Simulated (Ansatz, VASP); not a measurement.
# Two plane-wave programs on Tl3B2

```xyz
5
Lattice="4.9044 0.0000 0.0000 0.0000 4.9044 0.0000 0.0000 0.0000 4.9044" Properties=species:S:1:pos:R:3 pbc="T T T"
Tl    0.0000    2.4522    2.4522
Tl    2.4522    0.0000    2.4522
Tl    2.4522    2.4522    0.0000
B     2.4522    2.4522    2.4522
B     0.0000    0.0000    0.0000
```

Alike in both runs: functional PBE; k mesh 8 × 8 × 8; occupations gaussian, width 0.1 eV; no spin polarisation.

Ansatz relaxed the structure, and its values are those at the end. VASP's run is a single point on that final structure, the one shown.

|  | VASP | Ansatz |
| --- | --- | --- |
| version | VASP 6.6.1 | Ansatz 0.2.0 |
| potentials or method | VASP PAW PBE potentials, release 64 (Tl_d, B) | scalar-relativistic, plane waves, PAW |
| plane-wave cutoff (eV) | 520 | 420 |
| valence electrons in the cell | 45 | 45 |

Ansatz gave:

| Property | Result |
| --- | --- |
| gap on the k mesh at the Fermi level (eV) | none |
| pressure (GPa) | 0.0 |

**Question.** What did VASP give for the same quantities?

**Answer.** gap on the k mesh at the Fermi level (eV): none; pressure (GPa): -0.1.

A gap of «none» marks a metal or a gap that the smearing closes.

Spin-orbit coupling is left out, which matters for the levels of Tl.
